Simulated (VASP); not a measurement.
Input:

```xyz
4
Lattice="4.0715 0.0000 0.0000 0.0000 4.0715 0.0000 0.0000 0.0000 4.0715" Properties=species:S:1:pos:R:3 pbc="T T T"
Sc     0.0000     0.0000     0.0000
Al     0.0000     2.0358     2.0358
Al     2.0358     0.0000     2.0358
Al     2.0358     2.0358     0.0000
```

Computed with PBEsol GGA, VASP's PBE PAW potentials (set 64) (plane waves; VASP). Numerical set-up: 480 eV cut-off, 8×8×8 Γ-centred mesh, first-order Methfessel-Paxton smearing of 0.10 eV, potentials Sc_sv Al.

Stress in GPa, positive for a compressed cell; the cube axes lie along x, y and z, and the ions stay on their sites.

```csv
strain,σxx,σyy,σzz
none,0.11,0.11,0.11
"εxx = +1.0 %, εyy = +1.0 %, εzz = +1.0 %",-2.45,-2.45,-2.45
εzz = +0.5 %,-0.11,-0.11,-0.80
```

Fit C11 and C12 to these rows, and predict the stress for εxx = +2.0 %, εyy = +2.0 %, εzz = +2.0 %.

Least squares on Δσ_i = −C11 ε_i − C12 (ε_j + ε_k) over all components shown gives C11 = 177 GPa and C12 = 39 GPa, and so σxx, σyy, σzz = -5.02, -5.02, -5.02 GPa. The run gave -4.67, -4.67, -4.67 GPa; the difference holds the non-linear terms and numerical noise.

Left out are shears, moved atoms, failed runs and, from the fit, strains over 2.5 %.

The compound is Al3Sc in the L1_2 structure.
